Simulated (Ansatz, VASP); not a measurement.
## TiTe2 in two plane-wave programs

Wanted: the spread between two codes on one cell, functional and k mesh. The structure shown comes from an earlier Ansatz run, which isn't shown and may have moved the atoms alone.

Main program and level: Ansatz 0.2.0; plane waves, with VASP 6.6.1 beside it; elastic constants at LDA.

### Step 1. Starting point

It takes space group P-3m1 (No. 164, trigonal). Conventional cell: a = 3.679 Å, b = 3.679 Å, c = 6.349 Å, α = 90.00°, β = 90.00°, γ = 120.00°. Nearest to Ti lie 6 Te at 2.72 Å. Te has 3 Ti at 2.72 Å nearest. Farther neighbours and most contacts between anions are not listed.

### Step 2. Ansatz: elastic constants, LDA, pair 1

Ansatz runs on its default PAW (the set named soft_2) files.

Elastic constants are differences of stresses under small strains, so they test the stress and the mesh.

input.yaml reads:

```yaml
crystal:
  lattice:
    - [3.6793330262, 0.0, 0.0]
    - [-1.8396665131, 3.1863958697, 0.0]
    - [0.0, 0.0, 6.3486480674]
  atoms:
    - { symbol: Ti, position: [0.0, 0.0, 0.0] }
    - { symbol: Te, position: [0.6666666667, 0.3333333333, 0.2671931657] }
    - { symbol: Te, position: [0.3333333333, 0.6666666667, 0.7328068343] }
kpoints:
  mp_grid: { grid: [4, 4, 4] }
hamiltonian:
  xc: lda
scf:
  occupations: { method: methfessel_paxton, width: 0.25 }
output:
  forces: true
  stress: true
  eigenvalues: true
elastic:
  mode: relaxed_ion
  stencil: two_point
  amplitude: 0.01
```

The run is started by

```console
ansatz run input.yaml --threads 8 --pin off --max-ram 16384MiB --backend cpu --events-out ev --progress --plain --runs-dir out
```

Numbers of over 12 decimals in the logs are rounded to 6 here.

What it wrote:

```text
Engine: ansatz 0.2.0, x86_64-unknown-linux-gnu
Pseudopotentials: kind: paw
Pseudopotential: Ti, paw, valence charge 12, recommended cutoff 420 eV (normal), Ti.paw.azcp
Pseudopotential: Te, paw, valence charge 16, recommended cutoff 420 eV (normal), Te.paw.azcp
Functional definition: SPW92
  exchange = slater_x
  correlation = pw_c
Crystal: 3 atoms, lattice volume = 74.430 Å³
Basis set: ecut = 420 eV, 1485 PW (Γ)
Bands: 27, of which v1, the nominal top of the filled ones, is band 22 counted from 1 (21 counted from 0)
Symmetry: 12 space group operations
Space group: P-3m1 (ITA 164), of the structure as read, at distance tolerance 4.2e-5 Å
k-points: 13 of 64
Non-local potential: Ti, projectors of the file, l = 0: 3, l = 1: 2, l = 2: 3, l = 3: 1
Non-local potential: Te, projectors of the file, l = 0: 2, l = 1: 2, l = 2: 2, l = 3: 2
PAW form: soft (Blöchl's): semilocal exchange-correlation on the pseudo side does not see the compensation charge
PAW frozen core: Ti, regenerated for the run's functional, and the local potential with it (the file was generated under x = pbe(κ = 0.804, μ = 0.219515), c = pbe(β = 0.066725))
PAW frozen core: Te, regenerated for the run's functional, and the local potential with it (the file was generated under x = pbe(κ = 0.804, μ = 0.219515), c = pbe(β = 0.066725))
PAW one-centre angular grid: Ti, 590 points (default); XC on 64 Gauss nodes
PAW one-centre angular grid: Te, 590 points (default); XC on 64 Gauss nodes
Initial density: superposition of atomic densities (neutral atoms: chi_scale 0, normalization atom), corrected by the library's trained network
Initial wavefunctions: pseudopotential atomic-orbital guess
Functional: x = slater, c = lda
SCF iter   1: F=—  HF=-16106.836026 eV  |F-HF|=—  |Δ(HF+E_count)|=         —  Δρ=7.31e-3  dr2=3.61e-2  ethr=1.77e-3  ⟨swp⟩=5.5  Hψ=1513  notcnv=0
preconditioner: auto → Kerker (q_TF=auto, 2.499 Å⁻¹)  [metal: Δε(μ)=0.071 eV  Ē_g=6.637 eV  σ=0.250 eV  W_gap=0.23  n_scr=22 (ndim 8)  ℏωp=17.2 eV  f_vac=0.007  D(μ)=1.27/eV (n_scr^D=2)]
SCF iter   2: F=—  HF=-16106.830312 eV  |F-HF|=—  |Δ(HF+E_count)|=   5.71e-3  S|Δr|=    0.00e0  Δρ=3.98e-3  dr2=1.09e-2  ethr=8.21e-5  ⟨swp⟩=1.0  Hψ=455  notcnv=0
SCF iter   3: F=—  HF=-16106.828538 eV  |F-HF|=—  |Δ(HF+E_count)|=   1.77e-3  S|Δr|=    0.00e0  Δρ=4.32e-4  dr2=1.88e-4  ethr=2.49e-5  ⟨swp⟩=2.2  Hψ=618  notcnv=0
SCF iter   4: F=—  HF=-16106.828491 eV  |F-HF|=—  |Δ(HF+E_count)|=   4.71e-5  S|Δr|=    0.00e0  Δρ=1.44e-4  dr2=2.74e-5  ethr=4.27e-7  ⟨swp⟩=2.0  Hψ=620  notcnv=0
SCF iter   5: F=—  HF=-16106.828474 eV  |F-HF|=—  |Δ(HF+E_count)|=   1.68e-5  S|Δr|=    0.00e0  Δρ=5.39e-5  dr2=8.96e-6  ethr=6.23e-8  ⟨swp⟩=2.0  Hψ=580  notcnv=0
SCF iter   6: F=—  HF=-16106.828470 eV  |F-HF|=—  |Δ(HF+E_count)|=   3.84e-6  S|Δr|=    0.00e0  Δρ=1.56e-5  dr2=5.58e-7  ethr=2.04e-8  ⟨swp⟩=2.0  Hψ=416  notcnv=0
SCF iter   7: F=—  HF=-16106.828469 eV  |F-HF|=—  |Δ(HF+E_count)|=   9.64e-7  S|Δr|=    0.00e0  Δρ=7.89e-6  dr2=8.55e-8  ethr=1.27e-9  ⟨swp⟩=2.0  Hψ=623  notcnv=0
SCF iter   8: F=—  HF=-16106.828469 eV  |F-HF|=—  |Δ(HF+E_count)|=   2.32e-8  S|Δr|=    0.00e0  Δρ=1.91e-6  dr2=2.12e-9  ethr=1.94e-10  ⟨swp⟩=2.0  Hψ=621  notcnv=0
SCF iter   9: F=—  HF=-16106.828469 eV  |F-HF|=—  |Δ(HF+E_count)|=  5.20e-10  S|Δr|=    0.00e0  Δρ=5.27e-7  dr2=1.61e-10  ethr=4.82e-12  ⟨swp⟩=2.0  Hψ=620  notcnv=0
SCF iter  10: F=—  HF=-16106.828469 eV  |F-HF|=—  |Δ(HF+E_count)|=  9.09e-12  S|Δr|=    0.00e0  Δρ=1.28e-7  dr2=1.95e-11  ethr=3.66e-13 (applied; sched 1.00e-12)  ⟨swp⟩=2.0  Hψ=616  notcnv=0
SCF iter  11: F=—  HF=-16106.828469 eV  |F-HF|=—  |Δ(HF+E_count)|=  1.82e-12  S|Δr|=    0.00e0  Δρ=3.51e-8  dr2=1.47e-12  ethr=4.43e-14 (applied; sched 1.00e-12)  ⟨swp⟩=2.5  Hψ=495  notcnv=0
SCF iter  12: F=—  HF=-16106.828469 eV  |F-HF|=—  |Δ(HF+E_count)|=    0.00e0  S|Δr|=    0.00e0  Δρ=1.11e-8  dr2=1.34e-13  ethr=3.35e-15 (applied; sched 1.00e-12)  ⟨swp⟩=2.1  Hψ=447  notcnv=0
SCF iter  13: F=-16106.828469 eV  HF=-16106.828469 eV  |F-HF|=7.28e-12  |Δ(HF+E_count)|=  3.64e-12  S|Δr|=    0.00e0  Δρ=3.25e-9  dr2=8.95e-15  ethr=1.00e-12  ⟨swp⟩=4.0  Hψ=1078  notcnv=0
SCF 1 converged in 13 iterations: F = -16106.828469 eV  dr2 = 8.95e-15
  greatest PAW one-centre occupation: 0.999 electrons in one spin orbital (limit 2), on the Te atom at site 2 (counted from 0), in its partial waves of l = 2
relax step   1: F+E_penalty+E_count = -16106.82846946 eV  Δ(F+E_penalty+E_count) = +0.000e0 eV  max|allowed force component| = 4.234e-4 eV/Å  Δτ_max = 0.0000 Å  (13 SCF iters, accepted)
[...]
relax step   3: F+E_penalty+E_count = -16106.82802324 eV  Δ(F+E_penalty+E_count) = -3.642e-6 eV  max|allowed force component| = 6.450e-5 eV/Å  Δτ_max = 0.0007 Å  (8 SCF iters, accepted)
[...]
relax step   4: F+E_penalty+E_count = -16106.82802324 eV  Δ(F+E_penalty+E_count) = -1.040e-9 eV  max|allowed force component| = 1.780e-7 eV/Å  Δτ_max = 0.0000 Å  (5 SCF iters, accepted)
iter 1 solved again at ethr=1.00e-12 eV; its pass at ethr=3.10e-3 eV (dr2=4.78e-14 eV) is discarded
SCF iter   1: F=—  HF=-16106.828023 eV  |F-HF|=—  |Δ(HF+E_count)|=         —  Δρ=3.95e-9  dr2=3.13e-14  ethr=1.00e-12  ⟨swp⟩=2.0  Hψ=2927  notcnv=0
SCF iter   2: F=-16106.828023 eV  HF=-16106.828023 eV  |F-HF|=1.82e-12  |Δ(HF+E_count)|=  1.82e-12  S|Δr|=    0.00e0  Δρ=2.74e-9  dr2=1.75e-14  ethr=1.00e-12  ⟨swp⟩=4.4  Hψ=2138  notcnv=0
SCF 35 converged in 2 iterations: F = -16106.828023 eV  dr2 = 1.75e-14
SCF converged after 10 iterations
Stability not checked: this state was not tested for a lower state beside it, because cold or Methfessel-Paxton smearing, or corrected tetrahedra, fill the levels in a way that the test cannot read (fill_not_monotonic; see scf.lower_state_search)
Free energy (F): -16106.828469 eV
Harris-Foulkes:  -16106.828469 eV  (|F-HF|=3.64e-12)
Internal energy: -16106.835285 eV  (E = F + TS)
E sigma→0 (E₀):  -16106.830173 eV
Entropy (-TS):   0.006815 eV (2.272 meV/atom)
Fermi energy:    11.091927 eV
Step filling:    the computed levels leave a gap of 0.0666 eV = 0.3 smearing widths at the electron count; against every level under it full and every level over it empty, smearing changes F+E_penalty+E_count by +0.440 meV and its σ→0 estimate by -1.263 meV
--- Per-component energies (eV) ---
  E_band       = -627.732869
  E_kinetic    = 638.824818
  E_local      = -3234.968675  (includes V_loc(G=0)·N_el)
  E_nonlocal   = -596.670844
  E_hartree    = 1918.410188
  E_xc         = -346.316406
  E_vxc        = -333.934211  (∫ρ·V_xc dr)
  E_paw        = -10019.821958  (= ΣΔE_a)
  E_vpaw       = -937.804023  (= ΣTr[D̂ρ^β])
  E_aug_tail   = -0.000311  (compensation charges beyond the density's cutoff)
  E_ewald      = -4467.975371
  E_core_change = 1.683273  (= ΣΔE_core)
  E_smearing   = 0.006815  (= −TS)
  E_closure    = 0.000000  (closes the sum)
  Σ components = -16106.828469   (vs F -16106.828469, Δ=0.00e0)
--- Forces (eV/Å), atoms counted from 1 ---
  atom   1  Ti    -0.00000000    -0.00000000     0.00000000
  atom   2  Te     0.00000000    -0.00000000    -0.00000000
  atom   3  Te     0.00000000    -0.00000000     0.00000000
  max |Σ_I F_I| component: 2.31e-18 eV/Å
--- Stress (GPa, compression-positive) ---
       -0.022334       0.000000       0.000000
        0.000000      -0.022334       0.000000
        0.000000       0.000000      -0.020230
  P = ⅓ Tr σ = -0.0216 GPa (-0.216 kbar)
--- Band table (eV; the first three rows and the last of 13) ---
  k-point 0: bands = [... 18 lower, 9.4761, 11.3740, 11.5595, 11.5595, 11.9048, 12.4656, 12.4656, 14.4267, ... 1 higher]
  k-point 1: bands = [... 18 lower, 9.5184, 10.0390, 11.5523, 11.5523, 12.1792, 12.2514, 12.2514, 14.7081, ... 1 higher]
  k-point 2: bands = [... 18 lower, 9.5637, 9.5637, 11.5459, 11.5459, 12.0652, 12.0652, 12.2490, 14.9717, ... 1 higher]
  k-point 12: bands = [... 18 lower, 8.3232, 8.3384, 9.3249, 9.4522, 11.9241, 12.0551, 12.6222, 13.6994, ... 1 higher]
--- Elastic constants: 3 strain directions × 2 members + reference (group order 12) ---
  dense FFT box of the reference and of every strained cell: 25×25×45
  strains applied: 11, 33, 23; error gains: componentwise 1.00 (the most a stress slope's error grows in a printed constant), spectral 1.41 (1 for all six strains in a standard setting)
  reference relaxed by the batch: 3 steps; max|allowed force component| 4.23e-4 eV/Å at the deck's positions, 1.45e-8 at the last accepted step, 3.84e-10 by the solve of record
  largest displacement 3.8e-5 Å; the constants are those of the deck's cell at these positions:
  atoms:
    - { symbol: Ti, position: [0.0, 0.0, 0.0] }
    - { symbol: Te, position: [0.666667, 0.333333, 0.267199] }
    - { symbol: Te, position: [0.333333, 0.666667, 0.732801] }
  C = ∂σ_k/∂η_j (tension-positive GPa; Voigt order 11 22 33 23 13 12):
       123.939     25.740     14.794      7.651      0.000      0.000
        25.740    123.939     14.794     -7.651      0.000      0.000
        14.852     14.852     69.264      0.000      0.000      0.000
         7.612     -7.612     -0.000     19.643      0.000      0.000
         0.000      0.000      0.000      0.000     19.643      7.612
         0.000      0.000      0.000      0.000      7.651     49.100
  reference stress σ⁰ (GPa):      0.022      0.022      0.020     -0.000     -0.000     -0.000
  C* (energy form; C + prestress term) asymmetry max|C*_kj − C*_jk| = 5.637e-2 GPa — a small one proves nothing (zero by symmetry where the batch's group is 432, −43m or m−3m); a large one is finite-difference/SCF noise where every solve meets its electron count
  moduli (Voigt/Reuss/Hill, GPa): K = 47.55/43.37/45.46   G = 35.13/27.71/31.42   E = 76.61   ν = 0.219
  mechanically stable: yes (min eigenvalue of sym C = 17.78 GPa)
  strain η (Voigt 11):  stress-route row diagonal C_11 = 123.94 GPa, energy-path curvature d²(F+E_count+ΔE)/dδ²/Ω₀ = 124.83 GPa
         δ    σ_11 (GPa)             F (eV)   n_scf  n_hpsi   n_pw
    -1.000e-2      -1.2657      -16106.8256082       2    5529   1456   relax 6 steps, max|allowed force component| 1.02e-6 eV/Å
     1.000e-2       1.2131      -16106.8255543       2    5539   1485   relax 3 steps, max|allowed force component| 2.03e-5 eV/Å
  strain η (Voigt 33):  stress-route row diagonal C_33 = 69.26 GPa, energy-path curvature d²(F+E_count+ΔE)/dδ²/Ω₀ = 69.13 GPa
         δ    σ_33 (GPa)             F (eV)   n_scf  n_hpsi   n_pw
    -1.000e-2      -0.7297      -16106.8268914       2    2946   1454   relax 3 steps, max|allowed force component| 1.69e-5 eV/Å
     1.000e-2       0.6556      -16106.8268982       2    2925   1485   relax 4 steps, max|allowed force component| 2.70e-9 eV/Å
  strain η (Voigt 23):  stress-route row diagonal C_44 = 19.64 GPa, energy-path curvature d²(F+E_count+ΔE)/dδ²/Ω₀ = 19.62 GPa
         δ    σ_23 (GPa)             F (eV)   n_scf  n_hpsi   n_pw
    -1.000e-2      -0.1931      -16106.8280335       2    5495   1475   relax 5 steps, max|allowed force component| 3.13e-5 eV/Å
     1.000e-2       0.1997      -16106.8280232       2    5463   1475   relax 4 steps, max|allowed force component| 1.78e-7 eV/Å
```

(Continued in part 2 of 3.)

[Lines on the potential files, build, host, timing and source positions are cut from VASP's logs without a mark.]

[Logs are printed without paths, hosts, clocks, repeated set-up lines and the standing remarks that a program may print on its own settings, such as how far it seeks lower states.]

[Hosts, paths, dates, database ids (printed as entryN), source tags and the programs' standing remarks are cut or masked in the printed files.]
